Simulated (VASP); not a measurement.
# YZn (Fm-3m) in VASP: notebook

The runs below take YZn through single point, relaxation of cell and atoms, with LDA.

All numbers are computed with VASP 6.6.1; they aren't measurements. Logs are shortened: lines on timing, memory, paths and dates and some standing lists are left out, and cuts for length are marked.

## (1) The crystal as given

Symmetry: Fm-3m, No. 225, cubic system. Conventional cell: a = 5.759 Å, b = 5.759 Å, c = 5.759 Å, α = 90.00°, β = 90.00°, γ = 90.00°. Around Y (site symmetry m-3m) lie 6 Zn at 2.88 Å. Around Zn (site symmetry m-3m) lie 6 Y at 2.88 Å.

The cell comes from a database or a generator and needn't be the stable form of this composition.

## (2) Single point, LDA

File INCAR:

```
PREC = Accurate
ENCUT = 520
EDIFF = 1E-6
ISMEAR = 1
SIGMA = 0.1
LREAL = False
LASPH = True
NELM = 100
ALGO = Fast
ISIF = 2
LWAVE = False
LCHARG = False
NBANDS = 18
```

File KPOINTS:

```
Automatic mesh
0
Gamma
  9 9 9
```

File POSCAR:

```
YZn
1.0
    0.0000000000      2.8796170613      2.8796170613
    2.8796170613      0.0000000000      2.8796170613
    2.8796170613      2.8796170613      0.0000000000
Y Zn
1 1
Direct
    0.0000000000      0.0000000000      0.0000000000
    0.5000000000      0.5000000000      0.5000000000
```

Potentials or basis: VASP PAW LDA potentials, release 64 (Y_sv, Zn).

Command:

```bash
$ cat potpaw_LDA.64/Y_sv/POTCAR potpaw_LDA.64/Zn/POTCAR > POTCAR
$ mpirun -np 1 vasp_std > vasp.out
```

OUTCAR:

```text
PREC = Accurate
   ENCUT = 520
   EDIFF = 1E-6
   ISMEAR = 1
   LREAL = False
   LASPH = True
   NELM = 100
   ISIF = 2

 ion  position               nearest neighbor table
   1  0.000  0.000  0.000-   2 2.88   2 2.88   2 2.88   2 2.88   2 2.88   2 2.88
   2  0.500  0.500  0.500-   1 2.88   1 2.88   1 2.88   1 2.88   1 2.88   1 2.88

  LATTYP: Found a face centered cubic cell.
 ALAT       =     5.7592341226

  Lattice vectors:

 A1 = (   0.0000000000,   2.8796170613,   2.8796170613)
 A2 = (   2.8796170613,   0.0000000000,   2.8796170613)
 A3 = (   2.8796170613,   2.8796170613,   0.0000000000)

Analysis of symmetry for initial positions (statically):
=====================================================================
 Subroutine PRICEL returns:
 Original cell was already a primitive cell.

 Routine SETGRP: Setting up the symmetry group for a
 face centered cubic supercell.

 Subroutine GETGRP returns: Found 48 space group operations
 (whereof 48 operations were pure point group operations)
 out of a pool of 48 trial point group operations.

The static configuration has the point symmetry O_h .

Analysis of symmetry for dynamics (positions and initial velocities):
=====================================================================
 Subroutine PRICEL returns:
 Original cell was already a primitive cell.

 Routine SETGRP: Setting up the symmetry group for a
 face centered cubic supercell.

 Subroutine GETGRP returns: Found 48 space group operations
 (whereof 48 operations were pure point group operations)
 out of a pool of 48 trial point group operations.

The dynamic configuration has the point symmetry O_h .

 Subroutine INISYM returns: Found 48 space group operations
 (whereof 48 operations are pure point group operations),
 and found     1 'primitive' translations

----------------------------------------------------------------------------------------

                                     Primitive cell

  volume of cell :      47.7567

  direct lattice vectors                    reciprocal lattice vectors
     0.000000000  2.879617061  2.879617061    -0.173634198  0.173634198  0.173634198
     2.879617061  0.000000000  2.879617061     0.173634198 -0.173634198  0.173634198
     2.879617061  2.879617061  0.000000000     0.173634198  0.173634198 -0.173634198

  length of vectors
     4.072393503  4.072393503  4.072393503     0.300743253  0.300743253  0.300743253

  position of ions in fractional coordinates (direct lattice)
     0.000000000  0.000000000  0.000000000
     0.500000000  0.500000000  0.500000000

  ion indices of the primitive-cell ions
   primitive index   ion index
                 1           1
                 2           2

----------------------------------------------------------------------------------------

 KPOINTS: Automatic mesh

Automatic generation of k-mesh.
 Grid dimensions read from file:
 generate k-points for:    9    9    9

 Generating k-lattice:

  Cartesian coordinates                     Fractional coordinates (reciprocal lattice)
    -0.019292689  0.019292689  0.019292689     0.111111111  0.000000000  0.000000000
     0.019292689 -0.019292689  0.019292689     0.000000000  0.111111111  0.000000000
     0.019292689  0.019292689 -0.019292689     0.000000000  0.000000000  0.111111111

  Length of vectors
     0.033415917  0.033415917  0.033415917

  Shift w.r.t. Gamma in fractional coordinates (k-lattice)
     0.000000000  0.000000000  0.000000000

 Subroutine IBZKPT returns following result:
 ===========================================

 Found     35 irreducible k-points:

 Following reciprocal coordinates:
            Coordinates               Weight
  0.000000  0.000000  0.000000      1.000000
  0.111111  0.000000  0.000000      8.000000
  0.222222  0.000000  0.000000      8.000000
  0.333333  0.000000  0.000000      8.000000
  0.444444  0.000000  0.000000      8.000000
  0.111111  0.111111  0.000000      6.000000
[... 16 lines left out ...]
 -0.333333  0.333333  0.000000     12.000000
  0.444444  0.444444  0.000000      6.000000
 [... further k-points ...]
   k-points           NKPTS =     35   k-points in BZ     NKDIM =     35   number of bands    NBANDS=     18
   number of dos      NEDOS =    301   number of ions     NIONS =      2
   total plane-waves  NPLWV =  27000
   dimension x,y,z NGX =    30 NGY =   30 NGZ =   30
   dimension x,y,z NGXF=    60 NGYF=   60 NGZF=   60
   ions per type =               1   1
   NGX,Y,Z   is equivalent  to a cutoff of  12.25, 12.25, 12.25 a.u.
   NGXF,Y,Z  is equivalent  to a cutoff of  24.49, 24.49, 24.49 a.u.
 SYSTEM =  unknown system
   PREC   = accura    normal or accurate (medium, high low for compatibility)
   ISTART =      0    job   : 0-new  1-cont  2-samecut
   ICHARG =      2    charge: 1-file 2-atom 10-const
   ISPIN  =      1    spin polarized calculation?
   LNONCOLLINEAR =      F non collinear calculations
   LSORBIT =      F    spin-orbit coupling
   LASPH  =      T    aspherical Exc in radial PAW
   ENCUT  =  520.0 eV  38.22 Ry    6.18 a.u.   7.57  7.57  7.57*2*pi/ulx,y,z
   NELM   =    100;   NELMIN=  2; NELMDL= -5     # of ELM steps
   EDIFF  = 0.1E-05   stopping-criterion for ELM
   LREAL  =      F    real-space projection
   EDIFFG = 0.1E-04   stopping-criterion for IOM
   NSW    =      0    number of steps for IOM
   IBRION =     -1    ionic relax: 0-MD 1-quasi-New 2-CG
   NFREE  =      0    steps in history (QN), initial steepest desc. (CG)
   ISIF   =      2    stress and relaxation
   ISYM   =      2    0-nonsym 1-usesym 2-fastsym
   POTIM  = 0.5000    time-step for ionic-motion
   TEBEG  =    0.0;   TEEND  =   0.0 temperature during run
   PSTRESS=    0.0 pullay stress
   NELECT =      23.0000    total number of electrons
   NUPDOWN=      -1.0000    fix difference up-down
   EMIN   =  10.00;   EMAX   =-10.00  energy-range for DOS
   EFERMI =   0.00;   METHOD = LEGACY
   ISMEAR =     1;   SIGMA  =   0.10  broadening in eV -4-tet -1-fermi 0-gaus
   EFERMI_NEDOS =   21; number of points for ismear=-14 and -15
   IALGO  =     68    algorithm
   IMIX   =      4    mixing-type and parameters
     AMIX     =   0.40;   BMIX     =  1.00
     AMIX_MAG =   1.60;   BMIX_MAG =  1.00
  volume/ion in A,a.u.               =      23.88       161.14
  Fermi-wavevector in a.u.,A,eV,Ry     =   1.283235  2.424962 22.404590  1.646691
  Thomas-Fermi vector in A             =   2.415499
   LORBIT       =      0    0 simple, 1 ext, 2 COOP (PROOUT), +10 PAW based schemes
   GGA     = CA    functional components
   LHFCALC =     F    Hartree Fock is set to
   AEXX    =    0.0000 exact exchange contribution
   IVDW    =     0    specifies the selected vdW correction
   LEPSILON=     F    determine dielectric tensor
   LRPA    =     F    only Hartree local field effects (RPA)
 non-spin polarized calculation
 RMM-DIIS sequential band-by-band and
 Methfessel and Paxton  Order N= 1 SIGMA  =   0.10
  energy-cutoff  :      520.00
  volume of cell :       47.76
 maximum number of plane-waves:      1300
   NGX = 15   NGY = 15   NGZ = 15

 number of electron      23.0000011 magnetization

 Free energy of the ion-electron system (eV)
  ---------------------------------------------------
  ext. energy  EPLUGINS =         0.00000000
  ---------------------------------------------------
  free energy    TOTEN  =        -8.91871602 eV

  energy without entropy =       -8.91612764  energy(sigma->0) =       -8.91785323

 E-fermi :   2.5321     XC(G=0): -10.3631

 val. band max:        2.5303707586   @ k =   0.2222   0.2222   0.0000
 cond. band min:       2.5344501541   @ k =   0.4444   0.2222   0.1111
 fundamental gap:      0.0040793956
 Fermi energy:         2.5321168048

 k-point     1 :       0.0000    0.0000    0.0000
  band No.  band energies     occupation
      1     -39.8350      2.00000
      2     -19.8876      2.00000
      3     -19.8876      2.00000
      4     -19.8876      2.00000
      5      -4.9221      2.00000
      6      -4.9221      2.00000
[... 10 lines left out ...]
     17       7.7781      0.00000
     18       7.7783      0.00000

 k-point     2 :       0.1111    0.0000    0.0000
  band No.  band energies     occupation
      1     -39.8334      2.00000
      2     -19.9110      2.00000
      3     -19.8912      2.00000
      4     -19.8912      2.00000
      5      -4.9055      2.00000
      6      -4.9055      2.00000
[... 10 lines left out ...]
     17       8.5859      0.00000
     18       8.5859      0.00000

 k-point     3 :       0.2222    0.0000    0.0000
  band No.  band energies     occupation
      1     -39.8294      2.00000
      2     -19.9695      2.00000
      3     -19.9003      2.00000
      4     -19.9003      2.00000
      5      -4.8630      2.00000
      6      -4.8630      2.00000
[... 10 lines left out ...]
     17      10.1122      0.00000
     18      10.1148      0.00000

 k-point     4 :       0.3333    0.0000    0.0000
  band No.  band energies     occupation
      1     -39.8247      2.00000
      2     -20.0348      2.00000
      3     -19.9105      2.00000
      4     -19.9105      2.00000
      5      -4.8150      2.00000
      6      -4.8150      2.00000
[... 375 lines left out ...]
      4     -19.9445      2.00000
      5      -4.8567      2.00000
      6      -4.8423      2.00000
[... 10 lines left out ...]
     17       8.4807      0.00000
     18       8.6472      0.00000

 k-point    23 :      -0.3333    0.3333    0.0000
  band No.  band energies     occupation
      1     -39.8182      2.00000
      2     -20.0185      2.00000
      3     -20.0097      2.00000
      4     -19.9359      2.00000
      5      -4.8532      2.00000
      6      -4.7946      2.00000
[... 10 lines left out ...]
     17       8.0724      0.00000
     18       9.8455      0.00000

 k-point    24 :       0.4444    0.4444    0.0000
  band No.  band energies     occupation
      1     -39.8179      2.00000
      2     -20.0542      2.00000
      3     -19.9535      2.00000
      4     -19.9535      2.00000
      5      -4.9004      2.00000
      6      -4.8764      2.00000
[... 10 lines left out ...]
     17       7.0165      0.00000
     18       8.0666      0.00000

 [... further k-points ...]

------------------------ aborting loop because EDIFF is reached ----------------------------------------

  FORCE on cell =-STRESS in cart. coord.  units (eV):
  Direction    XX          YY          ZZ          XY          YZ          ZX
  --------------------------------------------------------------------------------------
  -------------------------------------------------------------------------------------
  Total        0.0559902      0.0559902      0.0559902     -0.0000000      0.0000000      0.0000000
  in kB        1.8784007      1.8784007      1.8784007     -0.0000000      0.0000000      0.0000000
  external PRESSURE =       1.8784007 kB  Pullay stress =       0.0000000 kB

 VOLUME and BASIS-vectors are now :
 -----------------------------------------------------------------------------
  energy-cutoff  :      520.00
  volume of cell :       47.76
      direct lattice vectors                 reciprocal lattice vectors
     0.000000000  2.879617061  2.879617061    -0.173634198  0.173634198  0.173634198
     2.879617061  0.000000000  2.879617061     0.173634198 -0.173634198  0.173634198
     2.879617061  2.879617061  0.000000000     0.173634198  0.173634198 -0.173634198

 POSITION                                       TOTAL-FORCE (eV/Angst)
 -----------------------------------------------------------------------------------
      0.00000      0.00000      0.00000         0.000000     -0.000000     -0.000000
      2.87962      2.87962      2.87962        -0.000000      0.000000      0.000000
 -----------------------------------------------------------------------------------
    total drift:                                0.000000      0.000000      0.000000

  FREE ENERGIE OF THE ION-ELECTRON SYSTEM (eV)
  ---------------------------------------------------
  free  energy   TOTEN  =        -8.9187160213 eV

  energy  without entropy=       -8.9161276377  energy(sigma->0) =       -8.91785323
```

Wall time 66 s (1 thread of Intel Xeon Platinum 8488C (Sapphire Rapids), shared host); peak memory 0.17 GiB.

Results:

```
Free energy            : -8.9187 eV
Pressure               : 0.2 GPa
Band gap on the k mesh : none (metal or under the smearing width)
```

## (3) Single point, LDA

File INCAR:

```
SYSTEM = YZn
  PREC = Accurate
  ENCUT = 520
  EDIFF = 1E-6
  ISMEAR = 1
  SIGMA = 0.1
  LREAL = .False.
  LASPH = .True.
  NELM = 100
  ALGO = Fast
  ISIF = 2
  LWAVE = .False.
  LCHARG = .False.
  GGA = CA
  NBANDS = 18
```

File KPOINTS:

```
Automatic mesh
0
Gamma
  7 7 7
  0 0 0
```

POSCAR is that of step 2.

Potentials or basis: VASP PAW LDA potentials, release 64 (Y_sv, Zn).

Command:

```bash
$ cat potpaw_LDA.64/Y_sv/POTCAR potpaw_LDA.64/Zn/POTCAR > POTCAR
$ mpirun -np 1 vasp_std > vasp.out
```

Run time: 31 s. Hardware: 1 thread of Intel Xeon Platinum 8488C (Sapphire Rapids), shared host; peak memory 0.17 GiB.

It converged, with:

* Free energy: -8.9138 eV
* Pressure: 0.1 GPa
* Band gap on the k mesh: none (metal or under the smearing width)

Levels at points of the mesh, in eV from the Fermi level:
| k point | band 8 | band 9 | band 10 | band 11 | band 12 | band 13 | band 14 | band 15 |
| --- | --- | --- | --- | --- | --- | --- | --- | --- |
| (0.00, 0.00, 0.00) | -7.37 | -7.37 | -6.73 | 1.72 | 1.72 | 1.72 | 2.86 | 2.86 |

## (4) Relaxation of cell and atoms, LDA

This run uses another cell than the first one, of 26.01 Å³/atom, 1.089 times its volume.

File INCAR:

```
PREC = Accurate
ENCUT = 600
EDIFF = 1E-6
ISMEAR = 1
SIGMA = 0.1
LREAL = False
LASPH = True
NELM = 100
ALGO = Normal
ISIF = 3
LWAVE = False
LCHARG = False
IBRION = 2
NSW = 60
EDIFFG = -0.02
```

File KPOINTS:

```
regular mesh
0
Gamma
  7 7 7
```

File POSCAR:

```
YZn
1.0
    0.0000000000      2.9629870000      2.9629870000
    2.9629870000      0.0000000000      2.9629870000
    2.9629870000      2.9629870000      0.0000000000
Y Zn
1 1
Direct
    0.0000000000      0.0000000000      0.0000000000
    0.5000000000      0.5000000000      0.5000000000
```

Command:

```bash
$ cat potpaw_LDA.64/Y_sv/POTCAR potpaw_LDA.64/Zn/POTCAR > POTCAR
$ mpirun -np 1 vasp_std > vasp.out
```

Run time: 56 s. Hardware: 1 thread of Intel Xeon Platinum 8488C (Sapphire Rapids), shared host; peak memory 0.21 GiB.

Results (log left out):

| Item | Value |
| --- | --- |
| Free energy | -8.9143 eV |
| Relaxed volume | 23.90 Å³/atom |
| Relaxed cell | a = 4.074 Å, b = 4.074 Å, c = 4.074 Å, α = 60.00°, β = 60.00°, γ = 60.00° |
| Space group after relaxing (to 0.05 Å) | Fm-3m (No. 225) |
| Energy gained by relaxing | 31.6 meV/atom |
| Ionic steps | 3 |
| Pressure after relaxing | 0.0 GPa |
| Band gap on the k mesh | none (metal or under the smearing width) |

The path:
| step | energy change (eV) | largest force (eV/Å) | pressure (GPa) | volume (Å³) |
| --- | --- | --- | --- | --- |
| 1 | 0.0000 | 0.0000 | -4.45 | 52.03 |
| 2 | -0.0585 | 0.0000 | 1.47 | 46.77 |
| 3 | -0.0631 | 0.0000 | 0.02 | 47.81 |

Final structure:
```
CELL_PARAMETERS angstrom
0.00000 2.88061 2.88061
2.88061 0.00000 2.88061
2.88061 2.88061 0.00000
ATOMIC_POSITIONS crystal
Y 0.00000 0.00000 0.00000
Zn 0.50000 0.50000 0.50000
```

Levels at points of the mesh, in eV from the Fermi level:
| k point | band 9 | band 10 | band 11 | band 12 | band 13 | band 14 |
| --- | --- | --- | --- | --- | --- | --- |
| (0.00, 0.00, 0.00) | -7.37 | -6.73 | 1.72 | 1.72 | 1.72 | 2.85 |

## (5) Summary

| task | cell | k mesh | cutoff (eV) | gap on the mesh (eV) | pressure (GPa) |
| --- | --- | --- | --- | --- | --- |
| single point | Fm-3m, 23.88 Å³/atom | 9 × 9 × 9 | 520 | none | 0.2 |
| single point | Fm-3m, 23.88 Å³/atom | 7 × 7 × 7 | 520 | none | 0.1 |
| relaxation of cell and atoms | relaxed | 7 × 7 × 7 | 600 | none | 0.0 |

Alike in all rows: level LDA; potentials or basis VASP PAW LDA potentials, release 64 (Y_sv, Zn); no spin polarisation; smearing methfessel-paxton 0.1 eV.

Absolute energies hang on the potentials; compare differences alone.
